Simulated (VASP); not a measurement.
Output of a VASP run:

File OUTCAR:
```
 ion  position               nearest neighbor table
   1  0.500  0.000  0.000-  34 2.40  47 2.40  55 2.40  63 2.40
   2  0.750  0.250  0.000-  34 2.40  35 2.40  45 2.40  56 2.40
   3  0.750  0.000  0.250-  34 2.40  36 2.40  40 2.40  50 2.40
   4  0.000  0.000  0.000-  37 2.40  40 2.40  45 2.40  64 2.40
   5  0.250  0.250  0.000-  37 2.40  38 2.40  55 2.40  61 2.40
   6  0.500  0.500  0.000-  38 2.40  39 2.40  56 2.40  62 2.40
   7  0.750  0.750  0.000-  39 2.40  40 2.40  57 2.40  63 2.40
   8  0.250  0.000  0.250-  37 2.40  41 2.40  47 2.40  58 2.40
   9  0.502  0.255  0.251-  10 2.31  38 2.39  34 2.42  41 2.43
  10  0.621  0.372  0.376-   9 2.31  13 2.36  22 2.37  11 2.40
  11  0.745  0.496  0.251-  10 2.40  39 2.40  35 2.40  42 2.45
  12  0.500  0.000  0.500-  41 2.40  43 2.40  50 2.40  60 2.40
  13  0.746  0.248  0.496-  10 2.36  43 2.38  36 2.38  44 2.46
  14  0.750  0.000  0.750-  43 2.40  45 2.40  54 2.40  63 2.40
  15  0.000  0.500  0.000-  35 2.40  46 2.40  57 2.40  61 2.40
  16  0.250  0.750  0.000-  46 2.40  47 2.40  62 2.40  64 2.40
  17  0.000  0.250  0.250-  35 2.40  36 2.40  37 2.40  48 2.40
  18  0.250  0.500  0.250-  38 2.40  46 2.40  48 2.40  49 2.40
  19  0.500  0.750  0.250-  39 2.40  47 2.40  49 2.40  50 2.40
  20  0.000  0.000  0.500-  36 2.40  51 2.40  54 2.40  58 2.40
  21  0.250  0.250  0.500-  41 2.40  48 2.40  51 2.40  52 2.40
  22  0.498  0.500  0.496-  49 2.36  10 2.37  52 2.41  53 2.43
  23  0.750  0.750  0.500-  42 2.40  50 2.40  53 2.40  54 2.40
  24  0.250  0.000  0.750-  51 2.40  55 2.40  60 2.40  64 2.40
  25  0.500  0.250  0.750-  43 2.40  52 2.40  55 2.40  56 2.40
  26  0.750  0.500  0.750-  44 2.40  53 2.40  56 2.40  57 2.40
  27  0.000  0.750  0.250-  40 2.40  42 2.40  46 2.40  58 2.40
  28  0.000  0.500  0.500-  42 2.40  44 2.40  48 2.40  59 2.40
  29  0.250  0.750  0.500-  49 2.40  58 2.40  59 2.40  60 2.40
  30  0.000  0.250  0.750-  44 2.40  45 2.40  51 2.40  61 2.40
  31  0.250  0.500  0.750-  52 2.40  59 2.40  61 2.40  62 2.40
  32  0.500  0.750  0.750-  53 2.40  60 2.40  62 2.40  63 2.40
  33  0.000  0.750  0.750-  54 2.40  57 2.40  59 2.40  64 2.40
  34  0.625  0.125  0.125-   1 2.40   2 2.40   3 2.40   9 2.42
  35  0.875  0.375  0.125-   2 2.40  15 2.40  17 2.40  11 2.40
  36  0.875  0.125  0.375-  13 2.38   3 2.40  17 2.40  20 2.40
  37  0.125  0.125  0.125-   4 2.40   5 2.40   8 2.40  17 2.40
  38  0.375  0.375  0.125-   9 2.39   6 2.40   5 2.40  18 2.40
  39  0.625  0.625  0.125-   6 2.40   7 2.40  19 2.40  11 2.40
  40  0.875  0.875  0.125-   3 2.40   4 2.40   7 2.40  27 2.40
  41  0.375  0.125  0.375-   8 2.40  12 2.40  21 2.40   9 2.43
  42  0.875  0.625  0.375-  23 2.40  27 2.40  28 2.40  11 2.45
  43  0.625  0.125  0.625-  13 2.38  12 2.40  14 2.40  25 2.40
  44  0.875  0.375  0.625-  26 2.40  28 2.40  30 2.40  13 2.46
  45  0.875  0.125  0.875-   2 2.40   4 2.40  14 2.40  30 2.40
  46  0.125  0.625  0.125-  15 2.40  16 2.40  18 2.40  27 2.40
  47  0.375  0.875  0.125-   1 2.40   8 2.40  16 2.40  19 2.40
  48  0.125  0.375  0.375-  17 2.40  18 2.40  21 2.40  28 2.40
  49  0.375  0.625  0.375-  22 2.36  19 2.40  18 2.40  29 2.40
  50  0.625  0.875  0.375-   3 2.40  12 2.40  19 2.40  23 2.40
  51  0.125  0.125  0.625-  20 2.40  21 2.40  24 2.40  30 2.40
  52  0.375  0.375  0.625-  21 2.40  25 2.40  31 2.40  22 2.41
  53  0.625  0.625  0.625-  23 2.40  26 2.40  32 2.40  22 2.43
  54  0.875  0.875  0.625-  14 2.40  20 2.40  23 2.40  33 2.40
  55  0.375  0.125  0.875-   1 2.40   5 2.40  24 2.40  25 2.40
  56  0.625  0.375  0.875-   2 2.40   6 2.40  25 2.40  26 2.40
  57  0.875  0.625  0.875-   7 2.40  15 2.40  26 2.40  33 2.40
  58  0.125  0.875  0.375-   8 2.40  20 2.40  27 2.40  29 2.40
  59  0.125  0.625  0.625-  28 2.40  29 2.40  31 2.40  33 2.40
  60  0.375  0.875  0.625-  12 2.40  24 2.40  29 2.40  32 2.40
  61  0.125  0.375  0.875-   5 2.40  15 2.40  30 2.40  31 2.40
  62  0.375  0.625  0.875-   6 2.40  16 2.40  31 2.40  32 2.40
  63  0.625  0.875  0.875-   1 2.40   7 2.40  14 2.40  32 2.40
  64  0.125  0.875  0.875-   4 2.40  16 2.40  24 2.40  33 2.40
 Subroutine IBZKPT returns following result:
 Found      1 irreducible k-points:

 Following reciprocal coordinates:
            Coordinates               Weight
  0.000000  0.000000  0.000000      1.000000
   k-points           NKPTS =      1   k-points in BZ     NKDIM =      1   number of bands    NBANDS=    160
   number of dos      NEDOS =    301   number of ions     NIONS =     64
   total plane-waves  NPLWV = 157464
   dimension x,y,z NGX =    54 NGY =   54 NGZ =   54
   dimension x,y,z NGXF=   108 NGYF=  108 NGZF=  108
   ions per type =              33  31
   PREC   = normal    normal or accurate (medium, high low for compatibility)
   ISTART =      0    job   : 0-new  1-cont  2-samecut
   ICHARG =      2    charge: 1-file 2-atom 10-const
...
```

### OSZICAR
```
...
  24 F= -.28156855E+03 E0= -.28156855E+03  d E =-.101761E-01
       N       E                     dE             d eps       ncg     rms          rms(c)
DAV:   1    -0.281571365449E+03   -0.28047E-02   -0.17440E-01   336   0.772E-01    0.220E-01
RMM:   2    -0.281572051859E+03   -0.68641E-03   -0.97065E-03   320   0.220E-01    0.615E-02
RMM:   3    -0.281572246847E+03   -0.19499E-03   -0.21123E-03   342   0.995E-02    0.603E-02
RMM:   4    -0.281572242615E+03    0.42316E-05   -0.23660E-04   324   0.386E-02    0.368E-02
RMM:   5    -0.281572244159E+03   -0.15436E-05   -0.13081E-04   320   0.225E-02    0.121E-02
RMM:   6    -0.281572241681E+03    0.24775E-05   -0.19885E-05   200   0.103E-02
  25 F= -.28157224E+03 E0= -.28157224E+03  d E =-.368803E-02
       N       E                     dE             d eps       ncg     rms          rms(c)
DAV:   1    -0.281572214899E+03    0.29260E-04   -0.10190E-01   352   0.591E-01    0.168E-01
RMM:   2    -0.281572638645E+03   -0.42375E-03   -0.57887E-03   320   0.170E-01    0.471E-02
RMM:   3    -0.281572752289E+03   -0.11364E-03   -0.12293E-03   342   0.763E-02    0.477E-02
RMM:   4    -0.281572748771E+03    0.35175E-05   -0.13659E-04   322   0.295E-02    0.286E-02
RMM:   5    -0.281572749953E+03   -0.11814E-05   -0.78593E-05   317   0.174E-02
  26 F= -.28157275E+03 E0= -.28157275E+03  d E =-.419630E-02
       N       E                     dE             d eps       ncg     rms          rms(c)
DAV:   1    -0.281572776776E+03   -0.28005E-04   -0.41502E-03   360   0.119E-01    0.309E-02
RMM:   2    -0.281572789950E+03   -0.13174E-04   -0.19527E-04   320   0.320E-02    0.900E-03
RMM:   3    -0.281572792086E+03   -0.21355E-05   -0.34003E-05   219   0.136E-02    0.779E-03
RMM:   4    -0.281572791925E+03    0.16118E-06   -0.47442E-06   179   0.524E-03
  27 F= -.28157279E+03 E0= -.28157279E+03  d E =-.423827E-02
       N       E                     dE             d eps       ncg     rms          rms(c)
DAV:   1    -0.281574304983E+03   -0.15129E-02   -0.61446E-02   336   0.455E-01    0.146E-01
RMM:   2    -0.281574630676E+03   -0.32569E-03   -0.40912E-03   320   0.140E-01    0.360E-02
RMM:   3    -0.281574702508E+03   -0.71832E-04   -0.78035E-04   336   0.620E-02    0.330E-02
RMM:   4    -0.281574701454E+03    0.10537E-05   -0.99613E-05   320   0.249E-02
  28 F= -.28157470E+03 E0= -.28157470E+03  d E =-.190953E-02
       N       E                     dE             d eps       ncg     rms          rms(c)
DAV:   1    -0.281574907115E+03   -0.20461E-03   -0.35890E-02   352   0.347E-01    0.115E-01
RMM:   2    -0.281575088193E+03   -0.18108E-03   -0.23653E-03   320   0.107E-01    0.294E-02
RMM:   3    -0.281575137376E+03   -0.49183E-04   -0.50828E-04   342   0.485E-02    0.267E-02
RMM:   4    -0.281575137175E+03    0.20165E-06   -0.58935E-05   280   0.191E-02
  29 F= -.28157514E+03 E0= -.28157514E+03  d E =-.234525E-02
       N       E                     dE             d eps       ncg     rms          rms(c)
DAV:   1    -0.281576061084E+03   -0.92371E-03   -0.70784E-02   336   0.492E-01    0.144E-01
RMM:   2    -0.281576344970E+03   -0.28389E-03   -0.40546E-03   320   0.141E-01    0.388E-02
RMM:   3    -0.281576432218E+03   -0.87248E-04   -0.93555E-04   346   0.646E-02    0.401E-02
RMM:   4    -0.281576428740E+03    0.34776E-05   -0.98280E-05   318   0.247E-02
  30 F= -.28157643E+03 E0= -.28157643E+03  d E =-.129157E-02
```

**OUTCAR**
```
------------------------ aborting loop because EDIFF is reached ----------------------------------------
  FORCE on cell =-STRESS in cart. coord.  units (eV):
  Direction    XX          YY          ZZ          XY          YZ          ZX
  --------------------------------------------------------------------------------------
  Total        6.7782907      7.3175585      8.7577439     -4.6564666     -2.9587620     -3.3580475
  in kB        8.0117647      8.6491653     10.3514273     -5.5038234     -3.4971804     -3.9691255
  external PRESSURE =       9.0041191 kB  Pullay stress =       0.0000000 kB
  volume of cell :     1355.51
      direct lattice vectors                 reciprocal lattice vectors
    11.067109208  0.000000000  0.000000000     0.090357832  0.000000000  0.000000000
     0.000000000 11.067109208  0.000000000     0.000000000  0.090357832  0.000000000
     0.000000000  0.000000000 11.067109208     0.000000000  0.000000000  0.090357832
  FREE ENERGIE OF THE ION-ELECTRON SYSTEM (eV)
  ---------------------------------------------------
  free  energy   TOTEN  =      -281.5764287404 eV

  energy  without entropy=     -281.5764272858  energy(sigma->0) =     -281.57642801

 reached required accuracy - stopping structural energy minimisation
```
(Selected blocks of OUTCAR.)

**POSCAR**
```
Ga33P31
1
   11.0671092084     0.0000000000     0.0000000000
    0.0000000000    11.0671092084     0.0000000000
   -0.0000000000    -0.0000000000    11.0671092084
Ga P
33 31
Direct
  0.5000000000   0.0000000000   0.0000000000
  0.7500000000   0.2500000000   0.0000000000
  0.7500000000   0.0000000000   0.2500000000
  0.0000000000   0.0000000000   0.0000000000
  0.2500000000   0.2500000000   0.0000000000
  0.5000000000   0.5000000000   0.0000000000
  0.7500000000   0.7500000000   0.0000000000
  0.2500000000   0.0000000000   0.2500000000
  0.5018570000   0.2545110000   0.2512540000
  0.6205810000   0.3716930000   0.3763330000
  0.7454560000   0.4960760000   0.2506270000
  0.5000000000   0.0000000000   0.5000000000
  0.7460990000   0.2480010000   0.4961990000
  0.7500000000   0.0000000000   0.7500000000
  0.0000000000   0.5000000000   0.0000000000
  0.2500000000   0.7500000000   0.0000000000
  0.0000000000   0.2500000000   0.2500000000
  0.2500000000   0.5000000000   0.2500000000
  0.5000000000   0.7500000000   0.2500000000
  0.0000000000   0.0000000000   0.5000000000
  0.2500000000   0.2500000000   0.5000000000
  0.4980810000   0.5003660000   0.4964600000
  0.7500000000   0.7500000000   0.5000000000
  0.2500000000   0.0000000000   0.7500000000
  0.5000000000   0.2500000000   0.7500000000
  0.7500000000   0.5000000000   0.7500000000
  0.0000000000   0.7500000000   0.2500000000
  0.0000000000   0.5000000000   0.5000000000
  0.2500000000   0.7500000000   0.5000000000
  0.0000000000   0.2500000000   0.7500000000
  0.2500000000   0.5000000000   0.7500000000
  0.5000000000   0.7500000000   0.7500000000
  0.0000000000   0.7500000000   0.7500000000
  0.6250000000   0.1250000000   0.1250000000
  0.8750000000   0.3750000000   0.1250000000
  0.8750000000   0.1250000000   0.3750000000
  0.1250000000   0.1250000000   0.1250000000
  0.3750000000   0.3750000000   0.1250000000
  0.6250000000   0.6250000000   0.1250000000
  0.8750000000   0.8750000000   0.1250000000
  0.3750000000   0.1250000000   0.3750000000
  0.8750000000   0.6250000000   0.3750000000
  0.6250000000   0.1250000000   0.6250000000
  0.8750000000   0.3750000000   0.6250000000
  0.8750000000   0.1250000000   0.8750000000
  0.1250000000   0.6250000000   0.1250000000
  0.3750000000   0.8750000000   0.1250000000
  0.1250000000   0.3750000000   0.3750000000
  0.3750000000   0.6250000000   0.3750000000
  0.6250000000   0.8750000000   0.3750000000
  0.1250000000   0.1250000000   0.6250000000
  0.3750000000   0.3750000000   0.6250000000
  0.6250000000   0.6250000000   0.6250000000
  0.8750000000   0.8750000000   0.6250000000
  0.3750000000   0.1250000000   0.8750000000
  0.6250000000   0.3750000000   0.8750000000
  0.8750000000   0.6250000000   0.8750000000
  0.1250000000   0.8750000000   0.3750000000
  0.1250000000   0.6250000000   0.6250000000
  0.3750000000   0.8750000000   0.6250000000
  0.1250000000   0.3750000000   0.8750000000
  0.3750000000   0.6250000000   0.8750000000
  0.6250000000   0.8750000000   0.8750000000
  0.1250000000   0.8750000000   0.8750000000
```

Problem. Write an INCAR and KPOINTS that could have produced this output.

Solution. One answer among several that fit: the input of the run itself, PBE GGA, plane waves, VASP's PBE PAW potentials (set 64).

**KPOINTS**
```
Automatic mesh
0
Gamma
1 1 1
0 0 0
```

INCAR:
```
SYSTEM = Ga33P31
PREC = Normal; ENCUT = 400; LREAL = Auto
LASPH = .True.; ISYM = 0
EDIFF = 1E-5; NELM = 100; NELMIN = 4
ALGO = Fast; LMAXMIX = 4
ISMEAR = 0; SIGMA = 0.05
GGA = PE
IBRION = 2; NSW = 60; ISIF = 2
EDIFFG = -0.03
LWAVE = .True.; LCHARG = .False.
```

POTCAR, in this order: Ga P (PBE.64 set). Program: vasp_gam.

The supercell is sampled at Γ alone, which is coarse: total energies, pressure and levels can be off, energies of defects by several tenths of an eV.

The cell is a supercell with a defect, built from GaP (zinc blende): Ga_P. The run is not spin-polarised, so no state with unpaired spins was tried.
